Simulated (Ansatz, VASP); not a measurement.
**Ba2BeN2 in two plane-wave programs**

One calculation is typed for both programs; each brings its own data sets and cutoff. How far apart do they land? The cell is invented: As first built, before any earlier steps moved the atoms: it takes the Ba2CaN2 structure with some of its atoms replaced by other elements, volume scaled by an estimate. It may not be a known or stable phase. The cell comes out of the VASP series on this material, whose earlier steps may have relaxed, scaled or displaced it; both programs get it as it stands.

Method: plane waves, with VASP 6.6.1 beside it; relaxation of cell and atoms at r2SCAN, in Ansatz 0.2.0.

## 1. The structure

It takes space group P-3m1 (No. 164, trigonal). The conventional cell has a = 3.705 Å, b = 3.705 Å, c = 9.656 Å, α = 90.00°, β = 90.00°, γ = 120.00°. Nearest to Ba lie 3 N at 2.53 Å. N has 3 Be at 2.35 Å and 3 Ba at 2.53 Å nearest. Nearest to Be lie 6 N at 2.35 Å. As first built, before any earlier steps moved the atoms: sites of the Ba2CaN2 structure (space group 164) filled with other elements, volume scaled by an estimate. Farther neighbours and most contacts between anions are not listed.

Structure file:

```cif
data_structure
_symmetry_space_group_name_H-M 'P 1'
_symmetry_Int_Tables_number 1
_cell_length_a 3.7047
_cell_length_b 3.7047
_cell_length_c 9.6557
_cell_angle_alpha 90.000
_cell_angle_beta 90.000
_cell_angle_gamma 120.000
_cell_volume 114.77
loop_
_atom_site_label
_atom_site_type_symbol
_atom_site_fract_x
_atom_site_fract_y
_atom_site_fract_z
_atom_site_occupancy
Ba1 Ba 0.66667 0.33333 0.25974 1
Ba2 Ba 0.33333 0.66667 0.74026 1
N3 N 0.66667 0.33333 0.60106 1
N4 N 0.33333 0.66667 0.39894 1
Be5 Be 0.00000 0.00000 0.50000 1
```

## 2. Ansatz: relaxation of cell and atoms, r2SCAN

Ansatz runs on its default PAW (the set named soft_2) files.

The relaxed volume is the usual yardstick between codes: its relative difference is about their pressure difference at one cell divided by the bulk modulus.

input.yaml

```yaml
crystal:
  lattice:
    - [3.7047480489, -8.5e-09, 0.0]
    - [-1.8523745435, 3.2084063078, 0.0]
    - [0.0, 0.0, 9.6556954976]
  atoms:
    - { symbol: Ba, position: [0.66666667, 0.33333333, 0.2597388675] }
    - { symbol: Ba, position: [0.33333333, 0.66666667, 0.7402611325] }
    - { symbol: "N", position: [0.66666667, 0.33333333, 0.6010582653] }
    - { symbol: "N", position: [0.33333333, 0.66666667, 0.3989417347] }
    - { symbol: Be, position: [0.0, 0.0, 0.5] }
hamiltonian:
  xc: r2scan
  pseudopotentials: { kind: paw }
kpoints:
  mp_grid: { grid: [6, 6, 2] }
scf:
  occupations: { method: fermi_dirac, width: 0.05 }
relax:
  f_tol: 0.01
  max_steps: 60
  cell: { stress_tol: 0.05 }
output:
  forces: true
  stress: true
```

Run with:

```sh
$ ansatz run input.yaml --threads 4 --pin off --max-ram 9216MiB --backend cpu --events-out ev --progress --plain --runs-dir out
```

Numbers of over 12 decimals in the logs are rounded to 6 here.

What it wrote:

```text
Warning: the atoms were moved onto the symmetric positions of the space group found under crystal.symmetry.tolerance 1.0e-5 (fractional; no operation is sought that the atoms, as they stand in a round, miss by more than twice it, and no atom is moved by as much as it), and the run uses the moved positions. Before a round's move an operation carried an atom to 3.70e-8 Å from where it should land, the largest such dist [...]
Engine: ansatz 0.2.0, x86_64-unknown-linux-gnu
Pseudopotentials: kind: paw
Pseudopotential: Ba, paw, valence charge 10, recommended cutoff 500 eV (meta_gga), Ba.paw.azcp
Pseudopotential: N, paw, valence charge 5, recommended cutoff 500 eV (meta_gga), N.paw.azcp
Pseudopotential: Be, paw, valence charge 2, recommended cutoff 500 eV (meta_gga), Be.paw.azcp
Functional definition: r2SCAN
  parameter k0 = 0.174
  parameter k1 = 0.065
  parameter a1 = 4.9479
  exchange = r2scan_x(k0 = k0, k1 = k1, a1 = a1)
  correlation = r2scan_c
Crystal: 5 atoms, lattice volume = 114.771 Å³
Basis set: ecut = 500 eV, 2903 PW (Γ), exchange–correlation on 120×120×288 points (64 copies of the dense FFT grid, shifted against one another)
Bands: 21, of which v1, the nominal top of the filled ones, is band 16 counted from 1 (15 counted from 0)
Symmetry: 12 space group operations
Space group: P-3m1 (ITA 164), of the structure as read, at distance tolerance 4.9e-5 Å
k-points: 14 of 72
Non-local potential: Ba, projectors of the file, l = 0: 3, l = 1: 2, l = 2: 2, l = 3: 2
Non-local potential: N, projectors of the file, l = 0: 2, l = 1: 2, l = 2: 1
Non-local potential: Be, projectors of the file, l = 0: 2, l = 1: 2, l = 2: 1
PAW form: soft (Blöchl's): semilocal exchange-correlation on the pseudo side does not see the compensation charge
PAW frozen core: Ba, regenerated for the run's functional (the file was generated under x = pbe(κ = 0.804, μ = 0.219515), c = pbe(β = 0.066725))
PAW frozen core: N, regenerated for the run's functional (the file was generated under x = pbe(κ = 0.804, μ = 0.219515), c = pbe(β = 0.066725))
PAW frozen core: Be, regenerated for the run's functional (the file was generated under x = pbe(κ = 0.804, μ = 0.219515), c = pbe(β = 0.066725))
PAW one-centre angular grid: Ba, 302 points (default); XC on 160 Gauss nodes
PAW one-centre angular grid: N, 302 points (default); XC on 160 Gauss nodes
PAW one-centre angular grid: Be, 302 points (default); XC on 255 of its mesh's 2635 points in the sphere
Initial density: superposition of atomic densities (neutral atoms: chi_scale 0, normalization atom), corrected by the library's trained network
Initial wavefunctions: pseudopotential atomic-orbital guess
Functional: x = r2scan, c = r2scan; τ floored in thin density (d = 2e-4 eV/Å³)
SCF iter   1: F=—  HF=-12790.829097 eV  |F-HF|=—  |Δ(HF+E_count)|=         —  Δρ=1.24e-2  dr2=1.10e0  dr2_τ=1.41e-1  ethr=1.77e-3  ⟨swp⟩=7.1  Hψ=1840  notcnv=0
preconditioner: auto → Kerker (q_TF=auto, 2.205 Å⁻¹)  [metal: Δε(μ)=0.009 eV  Ē_g=10.917 eV  σ=0.050 eV  W_gap=0.04  n_scr=24 (ndim 8)  ℏωp=18.3 eV  f_vac=0.000  D(μ)=3.01/eV (n_scr^D=24)]
SCF iter   2: F=—  HF=-12791.040308 eV  |F-HF|=—  |Δ(HF+E_count)|=   2.11e-1  Δρ=7.79e-3  dr2=5.97e-2  dr2_τ=1.84e-2  ethr=1.77e-3  ⟨swp⟩=3.1  Hψ=603  notcnv=0  defer=6
preconditioner: auto → Resta (q_TF=auto, 2.205 Å⁻¹)  ε∞=3.9  [insulator: Δε(μ)=0.139 eV  Ē_g=10.774 eV  σ=0.050 eV  W_gap=0.58  n_scr=24 (ndim 8)  ℏωp=18.3 eV  f_vac=0.000  D(μ)=3.50/eV (n_scr^D=24)  ε∞_Penn≈3.9]
SCF iter   3: F=—  HF=-12791.042674 eV  |F-HF|=—  |Δ(HF+E_count)|=   2.37e-3  Δρ=2.21e-3  dr2=1.48e-2  dr2_τ=1.41e-3  ethr=1.87e-4  ⟨swp⟩=3.8  Hψ=553  notcnv=0  defer=6
SCF iter   4: F=—  HF=-12791.042449 eV  |F-HF|=—  |Δ(HF+E_count)|=   2.25e-4  Δρ=8.19e-4  dr2=3.24e-3  dr2_τ=2.81e-5  ethr=4.64e-5  ⟨swp⟩=1.8  Hψ=326  notcnv=0  defer=6
SCF iter   5: F=—  HF=-12791.042500 eV  |F-HF|=—  |Δ(HF+E_count)|=   5.10e-5  Δρ=2.74e-4  dr2=2.12e-4  dr2_τ=2.77e-6  ethr=1.01e-5  ⟨swp⟩=1.7  Hψ=341  notcnv=0  defer=6
SCF iter   6: F=—  HF=-12791.042574 eV  |F-HF|=—  |Δ(HF+E_count)|=   7.42e-5  Δρ=5.88e-5  dr2=1.54e-5  dr2_τ=1.47e-7  ethr=6.62e-7  ⟨swp⟩=2.1  Hψ=439  notcnv=0  defer=6
SCF iter   7: F=—  HF=-12791.042582 eV  |F-HF|=—  |Δ(HF+E_count)|=   8.24e-6  Δρ=2.33e-5  dr2=3.17e-6  dr2_τ=2.87e-8  ethr=4.80e-8  ⟨swp⟩=2.0  Hψ=455  notcnv=0  defer=6
SCF iter   8: F=—  HF=-12791.042583 eV  |F-HF|=—  |Δ(HF+E_count)|=   7.09e-7  Δρ=6.60e-6  dr2=3.91e-7  dr2_τ=2.03e-9  ethr=9.90e-9  ⟨swp⟩=2.3  Hψ=432  notcnv=0  defer=6
SCF iter   9: F=-12791.042583 eV  HF=-12791.042583 eV  |F-HF|=6.90e-8  |Δ(HF+E_count)|=   2.98e-8  Δρ=2.93e-6  dr2=9.11e-8  dr2_τ=4.51e-10  ethr=3.13e-10  ⟨swp⟩=4.3  Hψ=997  notcnv=0
SCF 1 converged in 9 iterations: F = -12791.042583 eV  dr2 = 9.11e-8
  greatest PAW one-centre occupation: 0.951 electrons in one spin orbital (limit 2), on the Ba atom at site 1 (counted from 0), in its partial waves of l = 0
relax step   1: F+E_penalty+E_count = -12791.04258268 eV  Δ(F+E_penalty+E_count) = +0.000e0 eV  max|allowed force component| = 4.434e-1 eV/Å  Δτ_max = 0.0000 Å  P = -2.715 GPa  Ω = 114.771 Å³  (9 SCF iters, dr2 threshold 1.00e-7 eV, accepted)
[... from here on, the SCF cycles and remarks between the steps are left out ...]
relax step   2: F+E_penalty+E_count = -12790.97475012 eV  Δ(F+E_penalty+E_count) = +6.783e-2 eV  max|allowed force component| = 1.299e0 eV/Å  Δτ_max = 0.0971 Å  P = +4.029 GPa  Ω = 107.686 Å³  energy of the carried Pulay correction = +6.606e-4 eV  (9 SCF iters, dr2 threshold 5.00e-7 eV, rejected (line search))
relax step   3: F+E_penalty+E_count = -12791.11846175 eV  Δ(F+E_penalty+E_count) = -7.588e-2 eV  max|allowed force component| = 1.845e-1 eV/Å  Δτ_max = 0.0074 Å  P = -0.705 GPa  Ω = 110.902 Å³  energy of the carried Pulay correction = +3.556e-4 eV  (10 SCF iters, accepted)
relax step   4: F+E_penalty+E_count = -12791.08825920 eV  Δ(F+E_penalty+E_count) = +3.020e-2 eV  max|allowed force component| = 2.795e-1 eV/Å  Δτ_max = 0.0878 Å  P = -0.330 GPa  Ω = 107.723 Å³  energy of the carried Pulay correction = +6.571e-4 eV  (8 SCF iters, dr2 threshold 5.00e-7 eV, rejected (line search))
relax step   5: F+E_penalty+E_count = -12791.13411768 eV  Δ(F+E_penalty+E_count) = -1.566e-2 eV  max|allowed force component| = 2.847e-2 eV/Å  Δτ_max = 0.0095 Å  P = +0.073 GPa  Ω = 109.986 Å³  energy of the carried Pulay correction = +4.416e-4 eV  (13 SCF iters, accepted)
relax step   6: F+E_penalty+E_count = -12791.13633610 eV  Δ(F+E_penalty+E_count) = -2.218e-3 eV  max|allowed force component| = 1.196e-2 eV/Å  Δτ_max = 0.0184 Å  P = +0.036 GPa  Ω = 110.893 Å³  energy of the carried Pulay correction = +3.564e-4 eV  (6 SCF iters, dr2 threshold 5.00e-7 eV, accepted)
relax step   7: F+E_penalty+E_count = -12791.13649991 eV  Δ(F+E_penalty+E_count) = -1.638e-4 eV  max|allowed force component| = 4.885e-4 eV/Å  Δτ_max = 0.0043 Å  P = +0.005 GPa  Ω = 111.166 Å³  energy of the carried Pulay correction = +3.310e-4 eV  (6 SCF iters, dr2 threshold 6.83e-8 eV, accepted)
relax step   8: F+E_penalty+E_count = -12791.13617615 eV  Δ(F+E_penalty+E_count) = +3.238e-4 eV  max|allowed force component| = 6.448e-4 eV/Å  Δτ_max = 0.0000 Å  P = +0.008 GPa  Ω = 111.166 Å³  stress off target by 1.86e-2 GPa  SCF on the basis re-selected at this cell (its energy is not comparable with the rows above)  (6 SCF iters)
basis re-selected at this cell: Δ(F+E_penalty+E_count) = +3.238e-4 eV, ΔP = +0.003 GPa vs the last step (what re-selecting the basis moved, of the pressure what is left beyond the Pulay correction that the steps carried, after the strain that the cell walked since its last selection, with what the two solves' SCF thresholds leave and, on support functions, any second-order correction that the steps lacked; it is no measure of the basis error at this ecutwfc). The dense FFT grid was sized anew with the basis: this SCF ran on 27×27×75 points, the steps before it on 30×30×72, so part of this shift can come from that change (see relax.cell in the input reference). [rest of the remark cut]
SCF converged after 6 iterations
Free energy (F): -12791.136176 eV
Harris-Foulkes:  -12791.136176 eV  (|F-HF|=2.00e-11)
Internal energy: -12791.112100 eV  (E = F + TS)
E sigma→0 (E₀):  -12791.124138 eV
Entropy (-TS):   -0.024077 eV (-4.815 meV/atom)
Fermi energy:    7.924067 eV
--- Per-component energies (eV) ---
  E_band       = -86.086930
  E_kinetic    = 615.978180
  E_local      = -1983.902740  (includes V_loc(G=0)·N_el)
  E_nonlocal   = 208.224695
  E_hartree    = 822.309259
  E_xc         = -452.062080
  E_vxc        = -487.374600  (∫ρ·V_xc dr)
  E_paw        = -10820.765274  (= ΣΔE_a)
  E_vpaw       = -109.348524  (= ΣTr[D̂ρ^β])
  E_aug_tail   = 0.000030  (compensation charges beyond the density's cutoff)
  E_vtau       = 25.717406  (kinetic-family band-sum trace: ∫τ·v_τ [+ j·A + Jᵃ·Aᵃ] dr)
  E_ewald      = -1180.963845
  E_core_change = 0.069676  (= ΣΔE_core)
  E_smearing   = -0.024077  (= −TS)
  E_closure    = 0.000000  (closes the sum)
  Σ components = -12791.136176   (vs F -12791.136176, Δ=0.00e0)
--- Forces (eV/Å), atoms counted from 1 ---
  atom   1  Ba     0.00000000     0.00000000    -0.00064479
  atom   2  Ba     0.00000000    -0.00000000     0.00064479
  atom   3  N     -0.00000000     0.00000000    -0.00001932
  atom   4  N      0.00000000    -0.00000000     0.00001932
  atom   5  Be     0.00000000    -0.00000000     0.00000000
  max |Σ_I F_I| component: 3.70e-17 eV/Å
--- Stress (GPa, compression-positive) ---
        0.002125       0.000000      -0.000000
        0.000000       0.002125      -0.000000
       -0.000000      -0.000000       0.018591
  P = ⅓ Tr σ = 0.0076 GPa (0.076 kbar)
--- Relaxed structure (7 steps of the walk, 5 accepted, 1 SCFs on fresh bases) ---
  F+E_penalty+E_count = -12791.13617615 eV   max|allowed force component| = 6.448e-4 eV/Å   (the final SCF, on the basis selected at the relaxed cell)
  cell:  # Å, volume = 111.1658 Å³
    - [3.587137, 2.8604508463716635e-7, 0]
    - [-1.793569, 3.106551, 2.876585685244447e-19]
    - [0, 8.657082594620744e-19, 9.975733]
  atoms:
    - { symbol: Ba, position: [0.666667, 0.333333, 0.262963] }
    - { symbol: Ba, position: [0.333333, 0.666667, 0.737037] }
    - { symbol: N, position: [0.666667, 0.333333, 0.601912] }
    - { symbol: N, position: [0.333333, 0.666667, 0.398088] }
    - { symbol: Be, position: [0, 0, 0.500000] }
```

Wall time 14 s (4 threads of Intel Xeon Platinum 8488C (Sapphire Rapids), shared host); peak memory 0.79 GiB; 41 s of CPU time.

(Part 1 of 2 ends here.)

[Lines on the potential files, build, host, timing and source positions are cut from VASP's logs without a mark.]

[Logs are printed without paths, hosts, clocks, repeated set-up lines and the standing remarks that a program may print on its own settings, such as how far it seeks lower states.]

[Hosts, paths, dates, database ids (printed as entryN), source tags and the programs' standing remarks are cut or masked in the printed files.]
